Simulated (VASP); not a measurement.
A run of VASP 6.6.1 is set up as follows.

Contents of INCAR:

```
ALGO = Fast
EDIFF = 1E-6
ENCUT = 520
GGA = PE
ISIF = 2
ISMEAR = -1
IVDW = 12
LASPH = T
LCHARG = F
LREAL = Auto
LWAVE = F
NBANDS = 52
NELECT = 65.0
NELM = 80
PREC = Accurate
SIGMA = 0.02
```

KPOINTS

```
k-points
0
Gamma
  1 1 1
```

Contents of POSCAR:

```
H2SN2
1.0
    7.5172930000      0.0000000000      0.0000000000
    0.0000000000      7.5172930000      0.0000000000
    0.0000000000      0.0000000000      7.5172930000
N S H
8 4 8
Direct
   -0.1227303499      0.5060465250      1.0209393195
   -0.0328442699      0.4861058362      0.9100616405
    0.1988348731      0.7887147674      1.0216044526
    0.2308410754      0.7750928426      0.8791994671
    0.1845611179      0.0688678757      0.2718398764
    0.1195510139      0.0534101837      0.4076334393
    0.1464090864      0.6049518091      0.3849524024
    0.2532294537      0.6714119032      0.4558156773
    0.8712843839     -0.0749604944      0.8349814222
    0.6859916196      0.8736522575      0.2649757034
    0.3903931907      0.2666651413      0.9460586411
    0.7036708560      0.3607814675      0.4767008549
    1.0036857683      0.0625890197      0.8395043269
    0.9392476787     -0.0812792584      0.6645610328
    0.6066545497      0.7113198860      0.2027857634
    0.5983935973      0.9061240529      0.4287048543
    0.3403086723      0.4424997137      0.9146643612
    0.2909291949      0.1536856419      0.8376286517
    0.7228798984      0.3615663245      0.6603573919
    0.7983724992      0.5167817724      0.4586624467
```

Potentials or basis: VASP PAW PBE potentials, release 64 (N, S, H).

Run with:

```console
$ cat potpaw_PBE.64/N/POTCAR potpaw_PBE.64/S/POTCAR potpaw_PBE.64/H/POTCAR > POTCAR
$ mpirun -np 1 vasp_gam > vasp.out
```

Estimate the largest force.

6.080 eV/Å.

Predict the band gap on the k mesh.

none (metal or under the smearing width).

What does it give for the dispersion energy per atom?

-0.057 eV.

Forces in eV/Å, atoms in the order of the input:
```
N   -3.720  0.901  4.724
N    3.567 -1.099 -4.513
N   -0.736  0.341  3.213
N    0.443 -0.138 -3.461
N   -0.893  0.299  2.040
N    1.110  0.288 -2.383
N   -4.114 -2.561 -2.677
N    4.082  2.400  2.823
S    1.851  0.653 -0.075
S   -0.163 -0.343 -0.183
S    0.561 -0.581  1.268
S   -0.074 -0.016 -0.165
H   -1.011 -0.382  0.601
H   -0.198 -0.587 -0.469
H   -0.056  0.825  0.630
H   -0.161 -0.648 -0.546
H   -0.640 -0.342 -0.532
H   -0.179  0.843 -0.294
H    0.104  0.160 -0.073
H    0.225 -0.014  0.074
```

Caveat: the cell carries a net charge on a neutralising background, which shifts energy and pressure; the cell is charged against a uniform background, so pressure and absolute levels hang on convention; the standard files for N, O and F lose accuracy on very short bonds.
